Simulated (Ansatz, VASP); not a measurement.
# WC (Qusongite): VASP beside Ansatz, part 2 of 2

One calculation is typed for both programs; each brings its own data sets. How far apart do they land? The cell is taken from a series of runs on this material, whose earlier steps may have relaxed, scaled, displaced or heated it; both programs get it as it stands.

VASP 6.6.1 and Ansatz 0.2.0.

So far: Set-up; VASP: zone-centre phonons, PBEsol.

**3. Ansatz: zone-centre phonons, PBEsol**

Level of this step: Ansatz beside VASP: Kohn-Sham DFT, plane waves, PBEsol (Ansatz).

Ansatz runs on its PAW soft_1 files.

The same cell, functional, mesh and smearing now go to Ansatz, which takes its cutoff from its data sets.

Contents of input.yaml:

```yaml
crystal:
  lattice:
    - [2.9565675665, 0.0, 0.0]
    - [-1.4782837833, 2.5604626206, 0.0]
    - [0.0, 0.0, 2.8070861754]
  atoms:
    - { symbol: C, position: [0.6666666667, 0.3333333333, 0.5] }
    - { symbol: W, position: [0.0, 0.0, 0.0] }
kpoints:
  mp_grid: { grid: [18, 18, 16] }
hamiltonian:
  xc: pbesol
  pseudopotentials: { kind: paw, azcp: { folder: soft_1 }, xc_functional: pbe }
scf:
  occupations: { method: methfessel_paxton, width: 0.2 }
output:
  eigenvalues: true
phonons:
  method: dfpt
```

Command:

```sh
$ ansatz run input.yaml --threads 4 --pin off --max-ram 10240MiB --backend cpu --events-out ev --progress --plain --runs-dir out
```

Numbers of over 12 decimals in the logs are rounded to 6 here.

Log:

```text
zone centre: on kpoints.mp_grid the ground state, and the responses unless they are solved on pairs of k-points, stand on 819 of the mesh's 5184 k-points, reduced under 4 symmetry operations, with k and −k counted as one. Each operation leaves every solved displacement unchanged or reverses it
Engine: ansatz 0.2.0, x86_64-unknown-linux-gnu
Pseudopotentials: kind: paw
Pseudopotential: C, paw, valence charge 4, recommended cutoff 420 eV (normal), soft_1/C.paw.azcp
Pseudopotential: W, paw, valence charge 14, recommended cutoff 420 eV (normal), soft_1/W.paw.azcp
Functional definition: PBEsol
  exchange = pbesol_x
  correlation = pbesol_c
Crystal: 2 atoms, lattice volume = 21.250 Å³
Basis set: ecut = 420 eV, 405 PW (Γ), exchange–correlation on 40×40×40 points (8 copies of the dense FFT grid, shifted against one another)
Bands: 13, of which v1, the nominal top of the filled ones, is band 9 counted from 1 (8 counted from 0)
Symmetry: 12 space group operations
k-points: 819 of 5184 (irreducible under 4 space group operations, time reversal used)
Non-local potential: C, projectors of the file, l = 0: 2, l = 1: 2, l = 2: 1
Non-local potential: W, projectors of the file, l = 0: 3, l = 1: 2, l = 2: 2, l = 3: 1
PAW form: soft (Blöchl's): semilocal exchange-correlation on the pseudo side does not see the compensation charge
PAW frozen core: C, regenerated for the run's functional, and the local potential with it (the file was generated under x = pbe(κ = 0.804, μ = 0.219515), c = pbe(β = 0.066725))
PAW frozen core: W, regenerated for the run's functional, and the local potential with it (the file was generated under x = pbe(κ = 0.804, μ = 0.219515), c = pbe(β = 0.066725))
PAW one-centre angular grid: C, 110 points (default); XC on 64 Gauss nodes
PAW one-centre angular grid: W, 590 points (default); XC on 64 Gauss nodes
Initial density: superposition of atomic densities (chi_scale 0.1, normalization cell, long waves kept (reshape's long-wave potential 0.00 eV rms))
Initial wavefunctions: pseudopotential atomic-orbital guess
Functional: x = pbesol(κ = 0.804, μ = 0.123457), c = pbesol(β = 0.046)
SCF iter   1: F=—  HF=-10505.900483 eV  |F-HF|=—  |Δ(HF+E_count)|=         —  Δρ=1.27e-1  dr2=4.73e0  ethr=3.10e-3  ⟨swp⟩=5.0  Hψ=53091  notcnv=0
preconditioner: auto → none  [metal: Δε(μ)=0.080 eV  Ē_g=10.594 eV  σ=0.200 eV  W_gap=0.33  n_scr=8 (ndim 8)  ℏωp=25.5 eV  f_vac=0.000  D(μ)=0.21/eV (n_scr^D=0)  sad-step TF]
SCF iter   2: F=—  HF=-10505.327830 eV  |F-HF|=—  |Δ(HF+E_count)|=   5.73e-1  S|Δr|=    0.00e0  Δρ=9.05e-2  dr2=2.47e0  ethr=3.10e-3  ⟨swp⟩=2.0  Hψ=20387  notcnv=0
SCF iter   3: F=—  HF=-10504.705721 eV  |F-HF|=—  |Δ(HF+E_count)|=   6.22e-1  S|Δr|=    0.00e0  Δρ=9.67e-3  dr2=2.40e-2  ethr=3.10e-3  ⟨swp⟩=2.1  Hψ=18220  notcnv=0
SCF iter   4: F=—  HF=-10504.702234 eV  |F-HF|=—  |Δ(HF+E_count)|=   3.49e-3  S|Δr|=    0.00e0  Δρ=9.30e-4  dr2=7.72e-5  ethr=1.33e-4  ⟨swp⟩=1.1  Hψ=17070  notcnv=0
SCF iter   5: F=—  HF=-10504.702299 eV  |F-HF|=—  |Δ(HF+E_count)|=   6.45e-5  S|Δr|=    0.00e0  Δρ=1.61e-4  dr2=2.27e-6  ethr=4.29e-7  ⟨swp⟩=2.0  Hψ=16780  notcnv=0
SCF iter   6: F=—  HF=-10504.702298 eV  |F-HF|=—  |Δ(HF+E_count)|=   5.66e-7  S|Δr|=    0.00e0  Δρ=1.78e-5  dr2=4.64e-8  ethr=1.26e-8  ⟨swp⟩=1.4  Hψ=12333  notcnv=0
SCF iter   7: F=—  HF=-10504.702298 eV  |F-HF|=—  |Δ(HF+E_count)|=   9.38e-9  S|Δr|=    0.00e0  Δρ=2.67e-6  dr2=1.21e-9  ethr=2.58e-10  ⟨swp⟩=2.3  Hψ=16191  notcnv=0
SCF iter   8: F=—  HF=-10504.702298 eV  |F-HF|=—  |Δ(HF+E_count)|=  4.22e-10  S|Δr|=    0.00e0  Δρ=6.74e-7  dr2=4.03e-11  ethr=6.72e-12  ⟨swp⟩=2.5  Hψ=16057  notcnv=0
SCF iter   9: F=-10504.702298 eV  HF=-10504.702298 eV  |F-HF|=1.82e-12  |Δ(HF+E_count)|=  7.28e-12  S|Δr|=    0.00e0  Δρ=1.37e-7  dr2=4.03e-12  ethr=1.00e-12  ⟨swp⟩=5.3  Hψ=40694  notcnv=0
SCF 1 converged in 9 iterations: F = -10504.702298 eV  dr2 = 4.03e-12
  greatest PAW one-centre occupation: 0.999 electrons in one spin orbital (limit 2), on the W atom at site 1 (counted from 0), in its partial waves of l = 0
DFPT response loops at Γ: preconditioner auto → Kerker (q_TF=auto, 2.654 Å⁻¹) (partly filled bands, converged f_vac=0.000); β = 1.00, the filter's whole step (`scf.mixing.beta` (0.50) is not read by the response loops under this deck's `scf.mixing.preconditioner`; to damp them name `kerker` or `kerker_dos`, under which they read `scf.mixing.beta`, and type it under 1.00, their step now; both keys bind the ground state too); Broyden in place of MSR1
SCF converged after 9 iterations
Stability not checked: this state was not tested for a lower state beside it, because cold or Methfessel-Paxton smearing, or corrected tetrahedra, fill the levels in a way that the test cannot read (fill_not_monotonic; see scf.lower_state_search)
Free energy (F): -10504.702298 eV
Harris-Foulkes:  -10504.702298 eV  (|F-HF|=1.82e-12)
Internal energy: -10504.701332 eV  (E = F + TS)
E sigma→0 (E₀):  -10504.702057 eV
Entropy (-TS):   -0.000966 eV (-0.483 meV/atom)
Fermi energy:    19.765098 eV
--- Per-component energies (eV) ---
  E_band       = -72.567125
  E_kinetic    = 507.194209
  E_local      = -623.381026  (includes V_loc(G=0)·N_el)
  E_nonlocal   = -0.205482
  E_hartree    = 252.412913
  E_xc         = -313.128476
  E_vxc        = -289.621344  (∫ρ·V_xc dr)
  E_paw        = -8546.705303  (= ΣΔE_a)
  E_vpaw       = -171.379531  (= ΣTr[D̂ρ^β])
  E_aug_tail   = 0.000166  (compensation charges beyond the density's cutoff)
  E_ewald      = -1781.131291
  E_core_change = 0.242958  (= ΣΔE_core)
  E_smearing   = -0.000966  (= −TS)
  E_closure    = 0.000000  (closes the sum)
  Σ components = -10504.702298   (vs F -10504.702298, Δ=0.00e0)
--- Band table (eV; the first three rows and the last of 819) ---
  k-point 0: bands = [... 5 lower, 15.5737, 16.3157, 16.3157, 20.1250, 22.9280, 22.9280, 25.3663, 25.3663]
  k-point 1: bands = [... 5 lower, 15.5476, 16.3604, 16.3604, 20.0808, 22.5637, 22.5637, 25.5929, 25.5929]
  k-point 2: bands = [... 5 lower, 15.4081, 16.4910, 16.4910, 20.0594, 21.8033, 21.8033, 25.9098, 25.9098]
  k-point 818: bands = [... 5 lower, 13.4581, 14.0426, 17.8003, 18.5911, 24.6896, 25.0419, 25.4373, 29.1360]
--- Phonons (Γ-DFPT): 4 representative perturbations + reference, on 819 of 5184 k-points (Σ response iterations 12) ---
  k mesh reduced under 4 symmetry operations, with k and −k counted as one. Each operation leaves every solved displacement unchanged or reverses it
  ASR residual: 1.229e-4 → 0.000e0 eV/Å²; symmetrization residual: 1.289e-6 eV/Å²
  ASR residual per site (eV/Å²): 6.02e-5 1.23e-4
  Γ frequencies (cm⁻¹): 0.00 0.00 0.00 565.92 592.10 592.10
  non-analytic LO–TO correction: not included (Born effective charges unavailable; polar crystals: no LO–TO splitting at Γ)
```

**4. Comparison**

Known differences besides the potentials themselves: the data sets hold 18 valence electrons in Ansatz (on its PAW soft_1 files) and 10 in VASP; the cutoff is 420 eV in Ansatz and 600 eV in VASP; Ansatz makes its cores anew for this functional, VASP keeps those of its PBE data sets. Total energies have different zeros and are not compared.

Both answers:

```
                  quantity  Ansatz   VASP  difference
     optical mode 1 (cm⁻¹)   565.9  570.2     -0.75 %
optical mode 2 to 3 (cm⁻¹)   592.1  599.1     -1.17 %
```

Modes are paired by rising frequency, not by their patterns, so a pair may set unlike modes beside each other; they are those without the splitting of longitudinal modes.

**5. Summary of results**

- r.m.s. difference of the optical zone-centre modes, each program's sorted by frequency (zone-centre phonons, PBEsol): 6.3 cm⁻¹
- difference in optical mode 2 to 3 (zone-centre phonons, PBEsol): -1.2 %

The r.m.s. difference of the optical zone-centre modes, each program's sorted by frequency is 6.3 cm⁻¹ (zone-centre phonons, PBEsol). The data sets hold unlike numbers of valence electrons (18 in Ansatz and 10 in VASP), so part of the differences comes from the potentials. Among the rows given in per cent, the largest difference of the zone-centre phonons, PBEsol pair is in optical mode 2 to 3, -1.2 %. Such differences can come from data sets, numerical settings and the points named under the comparisons, not from the functional's error against experiment.

[Lines on the potential files, build, host, timing and source positions are cut from VASP's logs without a mark.]

[Logs are printed without paths, hosts, clocks, repeated set-up lines and the standing remarks that a program may print on its own settings, such as how far it seeks lower states.]

[Hosts, paths, dates, database ids (printed as entryN), source tags and the programs' standing remarks are cut or masked in the printed files.]
